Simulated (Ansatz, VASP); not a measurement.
# Cross-check of Fe between VASP and Ansatz, part 2 of 2

Aim: how closely do two programs agree when they are given the same cell, functional and k mesh? The cell is taken from a series of VASP runs on this material, whose earlier steps may have relaxed, scaled or displaced it; both programs get it as it stands.

VASP 6.6.1 and Ansatz 0.2.0.

So far: Starting point; VASP: relaxation of cell and atoms, LDA.

### Step 3. Ansatz: relaxation of cell and atoms, LDA

Level of this step: Ansatz beside VASP: Kohn-Sham DFT, plane waves, LDA (Ansatz).

Ansatz runs on its default PAW (the set named soft_2) files.

The same cell, functional (in two slightly different forms), mesh and smearing now go to Ansatz, which takes its cutoff from its data sets.

Contents of input.yaml:

```yaml
crystal:
  lattice:
    - [-1.3737622697, 1.3737622697, 1.3737622697]
    - [1.3737622697, -1.3737622697, 1.3737622697]
    - [1.3737622697, 1.3737622697, -1.3737622697]
  atoms:
    - { symbol: Fe, position: [0.0, 0.0, 0.0], spin: 3.0 }
hamiltonian:
  xc: lda
  pseudopotentials: { kind: paw }
magnetization:
  spin_polarized: true
kpoints:
  mp_grid: { grid: [24, 24, 24] }
scf:
  occupations: { method: methfessel_paxton, width: 0.15 }
relax:
  f_tol: 0.01
  max_steps: 60
  cell: { stress_tol: 0.05 }
output:
  forces: true
  stress: true
```

Launch:

```
> ansatz run input.yaml --threads 4 --pin off --max-ram 9216MiB --backend cpu --events-out ev --progress --plain --runs-dir out
```

Numbers of over 12 decimals in the logs are rounded to 6 here.

The program printed:

```text
Engine: ansatz 0.2.0, aarch64-unknown-linux-gnu
Pseudopotentials: kind: paw
Pseudopotential: Fe, paw, valence charge 16, recommended cutoff 420 eV (normal), Fe.paw.azcp
Functional definition: SPW92
  exchange = slater_x
  correlation = pw_c
Crystal: 1 atoms, lattice volume = 10.370 Å³
Basis set: ecut = 420 eV, 201 PW (Γ)
Bands: 14, of which v1, the nominal top of the filled ones, is band 8 counted from 1 (7 counted from 0)
Symmetry: 48 space group operations
Space group: Im-3m (ITA 229), of the structure as read, at distance tolerance 2.2e-5 Å
Magnetic group: BNS 229.140 (UNI 1642), of the structure as read, at distance tolerance 2.2e-5 Å
k-points: 413 of 13824
Non-local potential: Fe, projectors of the file, l = 0: 3, l = 1: 2, l = 2: 3, l = 3: 1
PAW form: soft (Blöchl's): semilocal exchange-correlation on the pseudo side does not see the compensation charge
PAW frozen core: Fe, regenerated for the run's functional, and the local potential with it (the file was generated under x = pbe(κ = 0.804, μ = 0.219515), c = pbe(β = 0.066725))
PAW one-centre angular grid: Fe, 590 points (default); XC on 64 Gauss nodes
Initial density: superposition of atomic densities (chi_scale 0.1, normalization cell)
Starting moments: Σ|m| = 3 μB on 1 of 1 site
Initial wavefunctions: pseudopotential atomic-orbital guess
Functional: x = slater, c = lda
SCF iter   1: F=—  HF=-4419.733136 eV  |F-HF|=—  |Δ(HF+E_count)|=         —  Δρ=1.26e-1 (↑1.26e-1 ↓6.90e-2)  dr2=2.10e0  dr2_m=2.32e-1  M=2.322 μB ∫|m|=2.353 μB  β_m=0.30  ethr=3.10e-3  ⟨swp⟩=4.8  Hψ=56309  notcnv=0
Mixer restart at iter 1: flushing history
preconditioner: auto → none  [metal: Δε(μ)=0.006 eV  Ē_g=15.677 eV  σ=0.150 eV  W_gap=0.02  n_scr=0 (ndim 8)  ℏωp=32.6 eV  f_vac=0.000  D(μ)=0.84/eV (n_scr^D=12)]
SCF iter   2: F=—  HF=-4418.996108 eV  |F-HF|=—  |Δ(HF+E_count)|=   7.37e-1  Δρ=2.94e-2 (↑2.29e-2 ↓2.94e-2)  dr2=3.01e-2  dr2_m=4.93e-2  M=2.379 μB ∫|m|=2.427 μB  β_m=0.29  ethr=3.10e-3  ⟨swp⟩=3.7  Hψ=30050  notcnv=0  defer=984
SCF iter   3: F=—  HF=-4419.512252 eV  |F-HF|=—  |Δ(HF+E_count)|=         —  Δρ=6.15e-2 (↑6.15e-2 ↓5.89e-2)  dr2=3.37e-3  dr2_m=3.42e-1  M=2.038 μB ∫|m|=2.067 μB  β_m=0.29  ethr=1.88e-4  ⟨swp⟩=2.3  Hψ=22859  notcnv=0  defer=987
Mixer restart at iter 3: flushing history
SCF iter   4: F=—  HF=-4419.657440 eV  |F-HF|=—  |Δ(HF+E_count)|=   1.45e-1  Δρ=4.51e-2 (↑3.84e-2 ↓4.51e-2)  dr2=4.48e-3  dr2_m=1.65e-1  M=2.037 μB ∫|m|=2.071 μB  β_m=0.61  ethr=2.10e-5  ⟨swp⟩=2.1  Hψ=16614  notcnv=0  defer=987
SCF iter   5: F=—  HF=-4419.959387 eV  |F-HF|=—  |Δ(HF+E_count)|=   3.02e-1  Δρ=2.61e-2 (↑2.61e-2 ↓6.14e-3)  dr2=4.46e-2  dr2_m=1.45e-2  M=1.972 μB ∫|m|=2.014 μB  β_m=0.50  ethr=2.10e-5  ⟨swp⟩=3.1  Hψ=25676  notcnv=0  defer=984
SCF iter   6: F=—  HF=-4419.943785 eV  |F-HF|=—  |Δ(HF+E_count)|=   1.56e-2  Δρ=4.60e-3 (↑4.60e-3 ↓3.13e-3)  dr2=4.87e-3  dr2_m=7.52e-5  M=2.004 μB ∫|m|=2.049 μB  β_m=0.64  ethr=2.10e-5  ⟨swp⟩=2.0  Hψ=27474  notcnv=0  defer=982
SCF iter   7: F=—  HF=-4419.945684 eV  |F-HF|=—  |Δ(HF+E_count)|=   1.90e-3  Δρ=6.85e-4 (↑6.85e-4 ↓4.26e-4)  dr2=9.07e-5  dr2_m=5.10e-6  M=1.997 μB ∫|m|=2.043 μB  β_m=0.82  ethr=2.10e-5  ⟨swp⟩=1.9  Hψ=13794  notcnv=0  defer=971
SCF iter   8: F=—  HF=-4419.945758 eV  |F-HF|=—  |Δ(HF+E_count)|=   7.39e-5  Δρ=9.89e-5 (↑8.39e-5 ↓9.89e-5)  dr2=2.43e-6  dr2_m=1.25e-7  M=1.996 μB ∫|m|=2.042 μB  β_m=0.91  ethr=5.67e-7  ⟨swp⟩=2.1  Hψ=14931  notcnv=0  defer=968
SCF iter   9: F=—  HF=-4419.940256 eV  |F-HF|=—  |Δ(HF+E_count)|=         —  Δρ=6.77e-4 (↑5.68e-4 ↓6.77e-4)  dr2=1.23e-6  dr2_m=3.64e-5  M=2.001 μB ∫|m|=2.047 μB  β_m=0.91  ethr=1.52e-8  ⟨swp⟩=2.1  Hψ=15941  notcnv=0  defer=968
Mixer restart at iter 9: flushing history
iteration 9: the input's own smearing fills from here on; a Gaussian of 0.15 eV has filled iterations ahead of it
SCF iter  10: F=—  HF=-4419.940265 eV  |F-HF|=—  |Δ(HF+E_count)|=   9.27e-6  S|Δr|=    0.00e0  Δρ=5.14e-4 (↑5.14e-4 ↓2.04e-4)  dr2=6.96e-6  dr2_m=1.19e-5  M=2.003 μB ∫|m|=2.049 μB  β_m=0.95  ethr=7.71e-9  ⟨swp⟩=2.3  Hψ=17337  notcnv=0  defer=968
SCF iter  11: F=—  HF=-4419.940285 eV  |F-HF|=—  |Δ(HF+E_count)|=   1.98e-5  S|Δr|=    0.00e0  Δρ=5.86e-4 (↑5.86e-4 ↓5.14e-4)  dr2=7.67e-5  dr2_m=1.49e-7  M=2.003 μB ∫|m|=2.049 μB  β_m=0.35  ethr=7.71e-9  ⟨swp⟩=3.1  Hψ=19971  notcnv=0  defer=968  recentre
SCF iter  12: F=—  HF=-4419.940265 eV  |F-HF|=—  |Δ(HF+E_count)|=   1.98e-5  S|Δr|=    0.00e0  Δρ=1.65e-4 (↑1.57e-4 ↓1.65e-4)  dr2=5.78e-9  dr2_m=2.46e-6  M=2.003 μB ∫|m|=2.050 μB  β_m=0.71  ethr=6.25e-10  ⟨swp⟩=3.1  Hψ=45968  notcnv=0
SCF iter  13: F=-4419.940266 eV  HF=-4419.940266 eV  |F-HF|=3.30e-10  |Δ(HF+E_count)|=   6.61e-7  S|Δr|=    0.00e0  Δρ=2.64e-6 (↑1.78e-6 ↓2.64e-6)  dr2=1.97e-10  dr2_m=4.17e-10  M=2.004 μB ∫|m|=2.050 μB  ethr=3.61e-11  ⟨swp⟩=4.0  Hψ=32489  notcnv=0
SCF 1 converged in 13 iterations: F = -4419.940266 eV  dr2 = 1.97e-10
  Residual-converged pass: ⟨swp⟩=1.0  Hψ=14869  notcnv=0  max |occ|·‖R‖ = 4.7e-6 eV (tolerance 6.7e-6 eV)  dr2=1.96e-10  dr2_m=4.17e-10  dr2_onsite=1.97e-10  max |Δocc| = 1.3e-8
  greatest PAW one-centre occupation: 1.003 electrons in one spin orbital (limit 2), on the Fe atom at site 0 (counted from 0), in its partial waves of l = 1
relax step   1: F+E_penalty+E_count = -4419.94026566 eV  Δ(F+E_penalty+E_count) = +0.000e0 eV  max|allowed force component| = 0.000e0 eV/Å  Δτ_max = 0.0000 Å  P = +1.093 GPa  Ω = 10.370 Å³  (13 SCF iters, dr2 threshold 1.00e-7 eV, accepted)
[...]
relax step   2: F+E_penalty+E_count = -4419.94035345 eV  Δ(F+E_penalty+E_count) = -8.779e-5 eV  max|allowed force component| = 0.000e0 eV/Å  Δτ_max = 0.0000 Å  P = +0.494 GPa  Ω = 10.394 Å³  energy of the carried Pulay correction = -3.039e-5 eV  (5 SCF iters, dr2 threshold 1.00e-7 eV, accepted)
[...]
relax step   3: F+E_penalty+E_count = -4419.94035870 eV  Δ(F+E_penalty+E_count) = -5.256e-6 eV  max|allowed force component| = 0.000e0 eV/Å  Δτ_max = 0.0000 Å  P = +0.001 GPa  Ω = 10.414 Å³  energy of the carried Pulay correction = -5.548e-5 eV  (5 SCF iters, dr2 threshold 1.00e-7 eV, accepted)
[...]
relax step   4: F+E_penalty+E_count = -4419.94041544 eV  Δ(F+E_penalty+E_count) = -5.674e-5 eV  max|allowed force component| = 0.000e0 eV/Å  Δτ_max = 0.0000 Å  P = +0.012 GPa  Ω = 10.414 Å³  stress off target by 1.17e-2 GPa  SCF on the basis re-selected at this cell (its energy is not comparable with the rows above)  (5 SCF iters)
basis re-selected at this cell: Δ(F+E_penalty+E_count) = -5.674e-5 eV, ΔP = +0.011 GPa vs the last step (what re-selecting the basis moved, of the pressure what is left beyond the Pulay correction that the steps carried, after the strain that the cell walked since its last selection, with what the two solves' SCF thresholds leave and, on support functions, any second-order correction that the steps lacked; it is no measure of the basis error at this ecutwfc). This SCF's stress stands 1.17e-2 GPa from its target on what of the cell is left free (relax.cell.stress_tol is 5.00e-2 GPa) and its largest allowed force component is 0.00e0 eV/Å (relax.f_tol is 1.00e-2 eV/Å): [rest of the remark cut]
SCF converged after 5 iterations
Stability not checked: this state was not tested for a lower state beside it, because cold or Methfessel-Paxton smearing, or corrected tetrahedra, fill the levels in a way that the test cannot read (fill_not_monotonic; see scf.lower_state_search)
Magnetization: 2.0103 μB (9.0052 up, 6.9948 down)
Absolute magnetization: 2.0577 μB (∫|ρ↑−ρ↓|, with the PAW one-centre terms)
Spin contamination: 0.0183 ħ² per cell (⟨S²⟩ above its minimum at these occupations)
Per-site moments (μB) at R_I (Å): [(2.010972, 0.982889)]
Free energy (F): -4419.940415 eV
Harris-Foulkes:  -4419.940415 eV  (|F-HF|=9.09e-13)
Internal energy: -4419.940479 eV  (E = F + TS)
E sigma→0 (E₀):  -4419.940431 eV
Entropy (-TS):   0.000063 eV (0.063 meV/atom)
Fermi energy:    20.308965 eV
--- Per-component energies (eV) ---
  E_band       = -184.067621
  E_kinetic    = 353.941597
  E_local      = -1960.169272  (includes V_loc(G=0)·N_el)
  E_nonlocal   = 221.387349
  E_hartree    = 825.830817
  E_xc         = -118.253784
  E_vxc        = -153.065767  (∫ρ·V_xc dr)
  E_paw        = -1305.146437  (= ΣΔE_a)
  E_vpaw       = -297.824102  (= ΣTr[D̂ρ^β])
  E_aug_tail   = 0.000952  (compensation charges beyond the density's cutoff)
  E_ewald      = -2437.933236
  E_core_change = 0.401536  (= ΣΔE_core)
  E_smearing   = 0.000063  (= −TS)
  E_closure    = 0.000000  (closes the sum)
  Σ components = -4419.940415   (vs F -4419.940415, Δ=0.00e0)
--- Forces (eV/Å), atoms counted from 1 ---
  atom   1  Fe    -0.00000000     0.00000000    -0.00000000
  max |Σ_I F_I| component: 1.52e-31 eV/Å
--- Stress (GPa, compression-positive) ---
        0.011703      -0.000000      -0.000000
        0.000000       0.011703      -0.000000
       -0.000000       0.000000       0.011703
  P = ⅓ Tr σ = 0.0117 GPa (0.117 kbar)
--- Relaxed structure (3 steps of the walk, 3 accepted, 1 SCFs on fresh bases) ---
  F+E_penalty+E_count = -4419.94041544 eV   max|allowed force component| = 0.000e0 eV/Å   (the final SCF, on the basis selected at the relaxed cell)
  cell:  # Å, volume = 10.4140 Å³
    - [-1.375688, 1.375688, 1.375688]
    - [1.375688, -1.375688, 1.375688]
    - [1.375688, 1.375688, -1.375688]
  atoms:
    - { symbol: Fe, position: [0.0, 0.0, 0.0] }
```

Wall time 9.9 s (4 threads of Arm Neoverse V1, shared host); peak memory 0.4 GiB; 36 s of CPU time.

### Step 4. Comparison

Known differences besides the potentials themselves: the two LDA forms differ slightly; both relaxations stop at a tolerance, which leaves soft axes loose, and VASP keeps its plane-wave basis; the data sets hold 16 valence electrons in Ansatz (default PAW (the set named soft_2) files) and 8 in VASP; the cutoff is 420 eV in Ansatz and 520 eV in VASP; VASP's log shows a relativistic correction to its local exchange, Ansatz's none; Ansatz adds a Pulay correction to the stress that steers its cell, VASP none; site moments are counted in spheres of each program's own size. Total energies have different zeros and are not compared.

Compared:

| quantity | Ansatz | VASP | difference |
| --- | --- | --- | --- |
| volume (Å³) | 10.41 | 10.37 | +0.42 % |
| edge a after relaxation, in the typed setting (Å) | 2.383 | 2.379 | +0.14 % |
| total moment (μB) | 2.01 | 1.97 | +0.04 |
| moment on Fe1 (μB) | 2.01 | 1.93 | +0.08 |

The walks stopped with 0.01 GPa left in Ansatz and 0.04 GPa in VASP; each walk ends within a tolerance, so the volume difference is uncertain by about these residues over the bulk modulus, most in soft cells.

### Step 5. Summary of results

```yaml
difference_in_volume_relaxation_of_cell_and_atoms_lda: 0.42 %
```

What this shows: The difference in volume is 0.42 % (relaxation of cell and atoms, LDA), within the 1.2 % picked in this series as the mark of a large difference, as far as the stopping tolerances let one tell. Such differences can come from data sets, numerical settings and the points named under the comparisons, not from the functional's error against experiment.

[Lines on the potential files, build, host, timing and source positions are cut from VASP's logs without a mark.]

[Logs are printed without paths, hosts, clocks, repeated set-up lines and the standing remarks that a program may print on its own settings, such as how far it seeks lower states.]

[Hosts, paths, dates, database ids (printed as entryN), source tags and the programs' standing remarks are cut or masked in the printed files.]
